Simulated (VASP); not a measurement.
# MnBi2Te4 with PBEsol + U: from relaxation to properties

Wanted: the relaxed cell of MnBi2Te4 and its properties. The steps: relaxing cell and atoms (PBEsol + U), second relaxation, single point with fields (PBEsol + U), band structure (PBEsol + U), density of states (PBEsol + U), core-level energies (PBEsol + U), volume scan with PBEsol + U, fit for PBEsol + U and electric field gradients (PBEsol + U). The start is a cell from a database of measured crystal structures.

Program: VASP 6.6.1. Level of theory: PBEsol, DFT+U (Mn d 5 eV), spin-polarised from a ferromagnetic start (one magnetic atom a cell); plane waves and PAW (Mn_pv, Bi_d, Te), in the first sound run; inputs show where later runs differ. Results are calculated unless marked as measured.

Most raw output is cut from this account.

**1. The structure**

Before any relaxation, the start is as follows. The structure is trigonal, space group R-3m (No. 166). The conventional cell has a = 4.334 Å, b = 4.334 Å, c = 40.910 Å, α = 90.00°, β = 90.00°, γ = 120.00°. Mn has 6 Te at 2.97 Å nearest. Nearest to Bi lie 6 Te at 3.03 to 3.30 Å. Nearest to Te lie 3 Bi at 3.03 Å. Te has 3 Mn at 2.97 Å and 3 Bi at 3.30 Å nearest. Farther neighbours and most contacts between anions are not listed.

Coordinates:

```cif
data_structure
_symmetry_space_group_name_H-M 'R-3m:H'
_symmetry_Int_Tables_number 166
_cell_length_a 4.3337
_cell_length_b 4.3337
_cell_length_c 40.9103
_cell_angle_alpha 90.000
_cell_angle_beta 90.000
_cell_angle_gamma 120.000
_cell_volume 665.40
loop_
_atom_site_label
_atom_site_type_symbol
_atom_site_symmetry_multiplicity
_atom_site_Wyckoff_symbol
_atom_site_fract_x
_atom_site_fract_y
_atom_site_fract_z
_atom_site_occupancy
Mn1 Mn 3 a 0.00000 0.00000 0.00000 1
Bi1 Bi 6 c 0.33333 0.66667 0.09157 1
Te1 Te 6 c 0.00000 0.00000 0.13330 1
Te2 Te 6 c 0.00000 0.00000 0.29440 1
```

**2. Relaxing cell and atoms (PBEsol + U)**

The start need not lie at this functional's minimum. ISIF = 3 frees volume, shape and positions, and EDIFFG sets the threshold on forces and stress at which the search stops. PBEsol restores the gradient expansion of exchange and is tuned for the cells of solids. A Hubbard U penalises fractional filling of the localised shell, which semilocal functionals favour.

Contents of INCAR:

```
SYSTEM = MnBi2Te4
PREC = Accurate
ENCUT = 400
EDIFF = 1E-06
NELM = 100
ISMEAR = 0
SIGMA = 0.05
LREAL = .FALSE.
ALGO = Normal
GGA = PS
NBANDS = 48
ISPIN = 2
MAGMOM = 4 0 0 0 0 0 0
LDAU = .TRUE.
LDAUTYPE = 2
LDAUL = 2 -1 -1
LDAUU = 5 0 0
LDAUJ = 0 0 0
LDAUPRINT = 1
LASPH = .TRUE.
LMAXMIX = 4
LORBIT = 11
LWAVE = .FALSE.
LCHARG = .FALSE.
KPAR = 4
IBRION = 2
NSW = 60
ISIF = 3
EDIFFG = -0.01
```

Contents of POSCAR:

```
MnBi2Te4
1.0
   -4.3337000000      0.0000000000      0.0000000000
    2.1668500000     -3.7530942924      0.0000000000
    2.1668500000      1.2510314308     13.6367666667
Mn Bi Te
1 2 4
Direct
    0.0000000000      0.0000000000      0.0000000000
    0.8498000000      0.4249000000      0.2747000000
    0.1502000000      0.5751000000      0.7253000000
    0.2666000000      0.1333000000      0.3999000000
    0.7334000000      0.8667000000      0.6001000000
    0.5888000000      0.2944000000      0.8832000000
    0.4112000000      0.7056000000      0.1168000000
```

Contents of KPOINTS:

```
Automatic mesh
0
Gamma
6 6 6
0 0 0
```

PAW data sets: Mn_pv, Bi_d and Te (PBE family, release 64).

Launch:

```
> mpirun -np 4 vasp_std
```

Elapsed: 12 min, on 4 MPI ranks of Intel Xeon Platinum 8375C at 2.90GHz (Ice Lake), shared host; peak memory 2.2 GiB; 49 min of CPU time.

The cell holds one magnetic atom, so no antiferromagnetic order fits into it. Experiment finds antiferromagnetic order in this phase (below 24.5 K, arxiv:2002.07390), so this ferromagnetic run describes another state. The gap is read on the k-mesh alone, so it is an upper bound where the band edges lie off the mesh. The bonds form layers, held to each other by dispersion, which PBEsol lacks, so the spacing between them is unreliable. Direct gaps are counted within one spin. The valence top and the conduction bottom belong to opposite spins. The PAW data sets were made with PBE, which is usual practice but a small mismatch for other functionals. The run keeps the 12 symmetry operations of its start, so it cannot find a distortion of lower symmetry.

Relaxation path:

| step | energy less that of the first step (eV) | largest force (eV/Å) | pressure (GPa) | volume (Å³) |
| --- | --- | --- | --- | --- |
| 1 | 0.0000 | 0.3256 | -0.65 | 221.80 |
| 2 | -0.0177 | 0.2183 | 0.20 | 217.69 |
| 3 | -0.0181 | 0.1974 | 0.36 | 216.97 |
| 4 | -0.0238 | 0.0422 | 0.01 | 217.64 |
| 5 | -0.0238 | 0.0415 | 0.00 | 217.63 |
| 6 | -0.0241 | 0.0291 | 0.00 | 217.67 |
| 7 | -0.0242 | 0.0137 | -0.01 | 217.72 |
| 8 | -0.0242 | 0.0167 | -0.04 | 217.81 |
| 9 | -0.0243 | 0.0058 | -0.02 | 217.76 |

| conventional cell, symmetrised | before | after | change |
| --- | --- | --- | --- |
| a (Å) | 4.334 | 4.323 | -0.2 % |
| b (Å) | 4.334 | 4.323 | -0.2 % |
| c (Å) | 40.910 | 40.356 | -1.4 % |
| volume (Å³/atom) | 31.69 | 31.11 | -1.8 % |

The atoms that moved most (Å, as changes of fractional coordinates times the final cell):

| atom | dx | dy | dz | length |
| --- | --- | --- | --- | --- |
| Bi2 | 0.000 | 0.000 | -0.033 | 0.033 |
| Bi3 | 0.000 | 0.000 | 0.033 | 0.033 |
| Te4 | 0.000 | 0.000 | 0.018 | 0.018 |
| Te5 | 0.000 | 0.000 | -0.018 | 0.018 |

Final coordinates:

```xyz
7
Lattice="-4.3235 0.0000 0.0000 2.1617 -3.7442 0.0000 2.1617 1.2481 13.4520" Properties=species:S:1:pos:R:3 pbc="T T T"
Mn    0.0000    0.0000    0.0000
Bi   -2.1617   -1.2481    3.6620
Bi    2.1617   -1.2481    9.7900
Te    0.0000    0.0000    5.3975
Te    0.0000   -2.4962    8.0545
Te    0.0000    0.0000   11.8819
Te    0.0000   -2.4962    1.5701
```

This step gave:

```
electrons                                         : 67
bands                                             : 48
irreducible k points                              : 32
symmetry operations                               : 12
free energy (TOTEN)                               : -31.86 eV
Fermi energy                                      : 6.547 eV
pressure                                          : -0.02433 GPa
moment of the cell, from the last line of the log : 5 μB
metallic                                          : no
valence top at k                                  : 0, 0, 0
conduction bottom at k                            : 0, 0, 0
least direct gap on the k-mesh, within one spin   : 0.4245 eV
SCF cycles over all ionic steps                   : 72
gap on the k-mesh                                 : 0.4018 eV
```

Spin moment in the PAW sphere by atom:

| atom | spin moment in the PAW sphere (μB) |
| --- | --- |
| Mn1 | 4.58 |
| Bi2 | 0.02 |
| Bi3 | 0.02 |
| Te4 | 0.02 |
| Te5 | 0.02 |
| Te6 | -0.01 |
| Te7 | -0.01 |

It ends with a largest force of 0.006 eV/Å and a pressure of -0.02 GPa. The volume lies -1.8 % from that of the database's start, which holds the thermal and zero-point expansion of its experiment.

**3. Second relaxation**

The basis stayed that of the start cell while the cell moved. A rerun from the cell reached resets it; the error of the finite cutoff stays.

INCAR is that of step 2.

Contents of POSCAR:

```
MnBi2Te4
1.0
   -4.3234779363      0.0000000000      0.0000000000
    2.1617389681     -3.7442417255      0.0000000000
    2.1617389681      1.2480805752     13.4519635683
Mn Bi Te
1 2 4
Direct
    0.0000000000      0.0000000000      0.0000000000
    0.8481508342      0.4240754171      0.2722262512
    0.1518491658      0.5759245829      0.7277737488
    0.2674947544      0.1337473772      0.4012421316
    0.7325052456      0.8662526228      0.5987578684
    0.5888545561      0.2944272781      0.8832818342
    0.4111454439      0.7055727219      0.1167181658
```

KPOINTS is that of step 2.

Launch:

```
> mpirun -np 4 vasp_std
```

The job ended after 2.6 min (4 MPI ranks; peak memory 2.1 GiB; 10 min of CPU time).

Little changed from the start: no atom moved by 0.005 Å and no cell edge by 0.1 %.

This step gave:

- pressure: -0.03496 GPa
- moment of the cell, from the last line of the log: 5.000 μB
- SCF cycles over all ionic steps: 18
- gap on the k-mesh: 0.4017 eV

It ends with a largest force of 0.006 eV/Å and a pressure of -0.03 GPa. The volume moved by under 0.01 %: the run met its threshold at the first step.

**4. Single point with fields (PBEsol + U)**

A single point on the relaxed cell gives a clean self-consistent state, with density, ELF and potential written out.

INCAR: that of step 3 with these lines changed.

```diff
@@ -23,7 +23,5 @@
 LWAVE = .FALSE.
-LCHARG = .FALSE.
-KPAR = 4
-IBRION = 2
-NSW = 60
-ISIF = 3
-EDIFFG = -0.01
+LCHARG = .TRUE.
+ISIF = 2
+LELF = .TRUE.
+LVHAR = .TRUE.
```

POSCAR is that of step 3.

KPOINTS is that of step 3.

Launch:

```
> mpirun -np 4 vasp_std
```

Run time: 2.8 min. Hardware: 4 MPI ranks; peak memory 1.1 GiB.

With spin, VASP writes an ELF for each channel.

This step gave:

```yaml
electronic_steps: 18
```

Valence electrons inside each PAW sphere by angular momentum. Sphere charges, by row:

| atom | s (e) | p (e) | d (e) | tot (e) |
| --- | --- | --- | --- | --- |
| Mn1 | 0.244 | 6.156 | 4.852 | 11.25 |
| Bi2 | 1.593 | 1.141 | 9.949 | 12.68 |
| Bi3 | 1.593 | 1.141 | 9.949 | 12.68 |
| Te4 | 1.406 | 1.913 | 0.027 | 3.346 |
| Te5 | 1.406 | 1.913 | 0.027 | 3.346 |
| Te6 | 1.371 | 2.02 | 0.023 | 3.414 |
| Te7 | 1.371 | 2.02 | 0.023 | 3.414 |

Spin density in the ac plane of the conventional cell at fractional y = 0.000, with atoms of Mn and Bi and Te within 0.2 Å of it.

Ten even steps from '0' (0.0 e/Å³) to '9' (2.1 e/Å³), each cell a mean:
```
63100000000015
00000000000000
00000000000000
00000000000000
00000000000000
00000000000000
00000000000000
00000000000000
00000000000000
00000000000000
00000000000000
00000000000000
00000000000000
00000000000000
00000000000000
00000000000000
00000000000000
00000000000000
00000000000000
00000000000000
00000000000000
00000000000000
00000000000000
95100000000027
```
Columns run along a (4.3 Å), rows up along c (40.4 Å), edges of the conventional cell, whose origin can differ from the input's. Atoms in or near the plane, at fractional coordinates: Mn at (0.00, 0.00), Bi at (0.00, 0.42), Bi at (0.00, 0.58), Te at (0.00, 0.13), Te at (0.00, 0.87), Te at (0.00, 0.29), Te at (0.00, 0.71).

Valence density in the ac plane of the conventional cell at fractional y = 0.000, with atoms of Mn and Bi and Te within 0.2 Å of it. It is the smooth field of the valence electrons, not physical close to the nuclei.

Ten steps, logarithmic in the rise over the least value, from '_' (0.03 × 1e0 e/Å³) to '@' (5.20 × 1e0 e/Å³), each cell a mean:
```
@@##++::::::::--::::::--**%%
______..::::------::..______
--------::::::::::::--------
::--==--::..____..::--====--
______..::::----::::....____
______..::--------::....____
----==--::::......::--====--
::--==--::::......::--====--
______..::--------::....____
####++--::::::::::::::==**##
@@%%**==--::::::::::--++##@@
______....::::::::::..______
____....::::----::::....____
@@@@##==--::::::::::--++%%@@
****==--::::::::::::::--++**
______..::::------::....____
::--====--::......::--====--
--------::::::::::::----==--
______..::--------::....____
..........::::--::::........
..--====--..____..::--====--
--------::::::::::::::------
______..::::------::....____
@@%%++--::::::::::::::==##@@
```
Columns run along a (4.3 Å), rows up along c (40.4 Å), edges of the conventional cell, whose origin can differ from the input's. Atoms in or near the plane, at fractional coordinates: Mn at (0.00, 0.00), Bi at (0.00, 0.42), Bi at (0.00, 0.58), Te at (0.00, 0.13), Te at (0.00, 0.87), Te at (0.00, 0.29), Te at (0.00, 0.71).

Electrostatic potential energy in the ac plane of the conventional cell at fractional y = 0.000, with atoms of Mn and Bi and Te within 0.2 Å of it. With pseudopotentials it is smooth inside the atoms' cores, unlike the true potential.

Ten even steps from '_' (-64 eV) to '@' (3 eV), each cell a mean:
```
****%%@@@@@@@@@@@@@@@@%%##**
@@@@@@@@@@@@@@@@@@@@@@@@@@@@
++**##@@@@@@@@@@@@@@@@%%**++
..::==%%@@@@@@@@@@@@@@**--..
@@@@@@@@@@@@@@@@@@@@@@@@@@@@
@@@@@@@@@@@@@@@@@@@@@@@@@@@@
--==**%%@@@@@@@@@@@@@@##++--
----**%%@@@@@@@@@@@@@@##==--
@@@@@@@@@@@@@@@@@@@@@@@@@@@@
==++##%%@@@@@@@@@@@@@@%%**++
..::==##@@@@@@@@@@@@%%**--..
@@@@@@@@@@@@@@@@@@@@@@@@@@@@
@@@@@@@@@@@@@@@@@@@@@@@@@@@@
____==##@@@@@@@@@@@@%%**::__
****%%@@@@@@@@@@@@@@@@%%##**
@@@@@@@@@@@@@@@@@@@@@@@@@@@@
..::++%%@@@@@@@@@@@@@@##--::
==++##@@@@@@@@@@@@@@@@%%**++
@@@@@@@@@@@@@@@@@@@@@@@@@@@@
@@@@@@@@@@@@@@@@@@@@@@@@@@@@
____==##@@@@@@@@@@@@@@**::__
**##%%@@@@@@@@@@@@@@@@@@##**
@@@@@@@@@@@@@@@@@@@@@@@@@@@@
++**##@@@@@@@@@@@@@@@@%%**++
```
Columns run along a (4.3 Å; values clipped at the 3rd and 97th percentile), rows up along c (40.4 Å), edges of the conventional cell, whose origin can differ from the input's. Atoms in or near the plane, at fractional coordinates: Mn at (0.00, 0.00), Bi at (0.00, 0.42), Bi at (0.00, 0.58), Te at (0.00, 0.13), Te at (0.00, 0.87), Te at (0.00, 0.29), Te at (0.00, 0.71).

In this run the pressure is -0.03 GPa, small enough to go on.

**5. Band structure (PBEsol + U)**

This step: PBEsol, DFT+U (Mn d 5 eV), spin-polarised from a ferromagnetic start; plane waves and PAW (Mn_pv, Bi_d, Te) (VASP 6.6.1).

The mesh alone shows little of the dispersion and can miss band extrema, so KPOINTS_OPT adds a path through the symmetry points after the self-consistent cycle.

INCAR: that of step 4 with these lines changed.

```diff
@@ -10,5 +10,5 @@
 GGA = PS
-NBANDS = 48
+NBANDS = 59
 ISPIN = 2
-MAGMOM = 4 0 0 0 0 0 0
+MAGMOM = 4.584 0.024 0.024 0.016 0.016 -0.011 -0.011
 LDAU = .TRUE.
@@ -23,5 +23,3 @@
 LWAVE = .FALSE.
-LCHARG = .TRUE.
-ISIF = 2
-LELF = .TRUE.
-LVHAR = .TRUE.
+LCHARG = .FALSE.
+KPAR = 4
```

POSCAR is that of step 4.

KPOINTS is that of step 4.

Contents of KPOINTS_OPT:

```
Line mode
12
Line-mode
Reciprocal
  0.00000000   0.00000000   0.00000000 GAMMA
  0.00000000  -0.50000000   0.00000000 L

  0.00000000  -0.50000000   0.00000000 L
 -0.34481097  -0.32759451   0.17240549 B1

 -0.32759451  -0.32759451  -0.17240549 B
  0.00000000   0.00000000  -0.50000000 Z

  0.00000000   0.00000000  -0.50000000 Z
  0.00000000   0.00000000   0.00000000 GAMMA

  0.00000000   0.00000000   0.00000000 GAMMA
 -0.33620274  -0.33620274   0.33620274 X

 -0.33620274  -0.32759451   0.00000000 Q
 -0.50000000   0.00000000   0.00000000 F

 -0.50000000   0.00000000   0.00000000 F
 -0.49139177   0.00000000  -0.17240549 P1

 -0.49139177   0.00000000  -0.17240549 P1
  0.00000000   0.00000000  -0.50000000 Z

  0.00000000  -0.50000000   0.00000000 L
  0.00000000  -0.49139177  -0.33620274 P
```

Launch:

```
> mpirun -np 4 vasp_std
```

Wall time 7.3 min (4 MPI ranks); peak memory 3 GiB; 29 min of CPU time.

Spin-orbit coupling is off here; with elements this heavy it splits and shifts levels by tenths of an eV or more. The cell is typed on its shortest vectors, so the axes of tensors and the coordinates of k-points follow the printed cell and not the standard setting.

This step gave:

* electronic steps: 17
* bands: 59
* Fermi energy: 6.542 eV
* pressure: -0.03784 GPa
* least gap on mesh and path: 0.4018 eV
* least direct gap on mesh and path: 0.4245 eV

Spin up. Electronic bands along the path, in eV, zero at the valence-band top; v1 is the highest filled band, c1 the lowest empty one:

| point | v4 | v3 | v2 | v1 | c1 | c2 | c3 | c4 |
| --- | --- | --- | --- | --- | --- | --- | --- | --- |
| Γ | -0.92 | -0.81 | -0.81 | -0.02 | 0.40 | 1.17 | 1.17 | 1.26 |
| 0.45 of the way | -1.34 | -1.17 | -0.75 | -0.58 | 1.04 | 1.56 | 1.68 | 1.73 |
| L | -1.77 | -1.13 | -1.04 | -1.04 | 0.59 | 1.16 | 1.75 | 2.05 |
| 0.45 of the way | -2.00 | -1.96 | -0.75 | -0.53 | 1.11 | 1.15 | 1.72 | 1.82 |
| B1 | -2.16 | -2.12 | -1.01 | -0.63 | 1.00 | 1.52 | 2.24 | 2.30 |
| jump to B | -2.16 | -2.12 | -1.01 | -0.63 | 1.00 | 1.52 | 2.24 | 2.30 |
| 0.45 of the way | -1.60 | -1.50 | -1.01 | -0.46 | 1.07 | 1.36 | 1.97 | 2.19 |
| Z | -1.05 | -0.68 | -0.68 | -0.37 | 0.77 | 0.97 | 0.97 | 1.06 |
| 0.45 of the way | -1.01 | -0.72 | -0.72 | -0.23 | 0.61 | 1.03 | 1.03 | 1.17 |
| Γ | -0.92 | -0.81 | -0.81 | -0.02 | 0.40 | 1.17 | 1.17 | 1.26 |
| 0.45 of the way | -1.99 | -0.79 | -0.61 | -0.51 | 1.05 | 1.54 | 1.70 | 1.82 |
| X | -2.40 | -1.85 | -1.14 | -0.59 | 0.95 | 1.63 | 1.95 | 2.80 |
| jump to Q | -2.40 | -1.85 | -1.14 | -0.59 | 0.95 | 1.63 | 1.95 | 2.80 |
| 0.55 of the way | -1.83 | -1.64 | -1.45 | -0.94 | 0.77 | 1.97 | 2.03 | 2.35 |
| F | -2.16 | -2.13 | -1.16 | -0.66 | 0.83 | 1.03 | 1.35 | 2.09 |
| 0.55 of the way | -2.13 | -2.05 | -1.10 | -0.69 | 0.71 | 1.16 | 1.39 | 2.03 |
| P1 | -2.07 | -1.87 | -0.99 | -0.74 | 0.59 | 1.32 | 1.46 | 1.88 |
| 0.55 of the way | -1.45 | -1.17 | -0.76 | -0.56 | 0.92 | 1.44 | 1.51 | 2.20 |
| Z | -1.05 | -0.68 | -0.68 | -0.37 | 0.77 | 0.97 | 0.97 | 1.06 |
| jump to L | -1.77 | -1.13 | -1.04 | -1.04 | 0.59 | 1.16 | 1.75 | 2.05 |
| 0.45 of the way | -1.86 | -1.42 | -0.95 | -0.89 | 0.49 | 1.41 | 1.65 | 1.79 |
| P | -2.07 | -1.87 | -0.99 | -0.74 | 0.59 | 1.32 | 1.46 | 1.88 |

Of the projections kept (Mn, Bi, Te), the largest for each band there; the rest of the weight can lie on other orbitals:

| point | v4 | v3 | v2 | v1 | c1 | c2 | c3 | c4 |
| --- | --- | --- | --- | --- | --- | --- | --- | --- |
| Γ | Te 0.93 | Te 0.78 | Te 0.78 | Te 0.78 | Bi 0.59 | Bi 0.61 | Bi 0.61 | Te 0.64 |
| L | Te 0.81 | Te 0.76 | Te 0.80 | Te 0.76 | Bi 0.44 | Bi 0.51 | Te 0.52 | Bi 0.52 |
| B1 | Te 0.69 | Te 0.76 | Te 0.78 | Te 0.73 | Te 0.49 | Bi 0.57 | Bi 0.52 | Te 0.57 |
| B | Te 0.69 | Te 0.76 | Te 0.78 | Te 0.73 | Te 0.49 | Bi 0.56 | Bi 0.52 | Te 0.57 |
| Z | Te 0.91 | Te 0.83 | Te 0.83 | Te 0.64 | Te 0.56 | Bi 0.64 | Bi 0.64 | Te 0.54 |
| Γ | Te 0.93 | Te 0.78 | Te 0.78 | Te 0.78 | Bi 0.59 | Bi 0.61 | Bi 0.61 | Te 0.64 |

Spin down. The electronic bands at the labelled points (eV, zero at the valence-band top; v1 is the highest filled band, c1 the lowest empty one):

| point | v4 | v3 | v2 | v1 | c1 | c2 | c3 | c4 |
| --- | --- | --- | --- | --- | --- | --- | --- | --- |
| Γ | -1.57 | -0.86 | -0.86 | 0.00 | 0.52 | 0.85 | 0.85 | 1.34 |
| 0.45 of the way | -1.44 | -1.32 | -1.28 | -0.80 | 1.18 | 1.49 | 1.69 | 1.74 |
| L | -1.67 | -1.67 | -1.51 | -1.06 | 0.79 | 1.25 | 1.49 | 1.53 |
| 0.45 of the way | -1.96 | -1.92 | -1.22 | -1.04 | 1.20 | 1.23 | 1.84 | 1.94 |
| B1 | -2.17 | -2.12 | -1.36 | -1.08 | 1.12 | 1.57 | 1.87 | 2.25 |
| jump to B | -2.17 | -2.12 | -1.36 | -1.08 | 1.12 | 1.57 | 1.87 | 2.25 |
| 0.45 of the way | -1.56 | -1.55 | -1.13 | -0.88 | 1.21 | 1.29 | 1.66 | 1.80 |
| Z | -1.20 | -0.99 | -0.99 | -0.31 | 0.86 | 1.04 | 1.04 | 1.14 |
| 0.45 of the way | -1.35 | -0.93 | -0.93 | -0.18 | 0.71 | 0.94 | 0.94 | 1.25 |
| Γ | -1.57 | -0.86 | -0.86 | 0.00 | 0.52 | 0.85 | 0.85 | 1.34 |
| 0.45 of the way | -2.01 | -1.07 | -0.89 | -0.79 | 0.97 | 1.52 | 1.71 | 1.87 |
| X | -2.42 | -1.81 | -1.53 | -1.04 | 1.10 | 1.61 | 1.80 | 2.28 |
| jump to Q | -2.42 | -1.81 | -1.53 | -1.04 | 1.10 | 1.61 | 1.80 | 2.28 |
| 0.55 of the way | -2.06 | -2.02 | -1.47 | -1.12 | 1.04 | 1.38 | 1.67 | 2.06 |
| F | -2.05 | -2.05 | -1.32 | -1.27 | 0.99 | 1.14 | 1.41 | 1.46 |
| 0.55 of the way | -2.08 | -2.04 | -1.34 | -1.22 | 0.89 | 1.26 | 1.42 | 1.46 |
| P1 | -2.01 | -2.00 | -1.37 | -1.15 | 0.80 | 1.37 | 1.46 | 1.47 |
| 0.55 of the way | -1.64 | -1.29 | -1.02 | -0.77 | 0.99 | 1.29 | 1.56 | 1.77 |
| Z | -1.20 | -0.99 | -0.99 | -0.31 | 0.86 | 1.04 | 1.04 | 1.14 |
| jump to L | -1.67 | -1.67 | -1.51 | -1.06 | 0.79 | 1.25 | 1.49 | 1.53 |
| 0.45 of the way | -1.84 | -1.66 | -1.51 | -1.04 | 0.73 | 1.37 | 1.48 | 1.58 |
| P | -2.01 | -2.00 | -1.37 | -1.15 | 0.80 | 1.37 | 1.46 | 1.47 |

Of the projections kept (Mn, Bi, Te), the largest for each band there; the rest of the weight can lie on other orbitals:

| point | v4 | v3 | v2 | v1 | c1 | c2 | c3 | c4 |
| --- | --- | --- | --- | --- | --- | --- | --- | --- |
| Γ | Te 0.83 | Te 0.94 | Te 0.94 | Te 0.79 | Bi 0.60 | Bi 0.63 | Bi 0.63 | Te 0.64 |
| L | Te 0.84 | Te 0.84 | Te 0.80 | Te 0.78 | Bi 0.51 | Bi 0.50 | Bi 0.45 | Mn 0.82 |
| B1 | Te 0.79 | Te 0.71 | Te 0.82 | Te 0.71 | Te 0.42 | Bi 0.55 | Bi 0.42 | Mn 0.44 |
| B | Te 0.79 | Te 0.71 | Te 0.82 | Te 0.71 | Te 0.42 | Bi 0.55 | Bi 0.42 | Mn 0.44 |
| Z | Te 0.67 | Te 0.92 | Te 0.92 | Te 0.66 | Te 0.56 | Bi 0.64 | Bi 0.64 | Te 0.54 |
| Γ | Te 0.83 | Te 0.94 | Te 0.94 | Te 0.79 | Bi 0.60 | Bi 0.63 | Bi 0.63 | Te 0.64 |

The path finds the gap of the mesh within 0.02 eV, so the mesh comes close to both band edges.

(Continued in part 2 of 2.)

[Lines on the potential files, build, host, timing and source positions are cut from VASP's logs without a mark.]

[Logs are printed without paths, hosts, clocks, repeated set-up lines and the standing remarks that a program may print on its own settings, such as how far it seeks lower states.]

[Hosts, paths, dates, database ids (printed as entryN), source tags and the programs' standing remarks are cut or masked in the printed files.]

[A measured line is paired with the nearest computed mode of its activity, which favours agreement.]
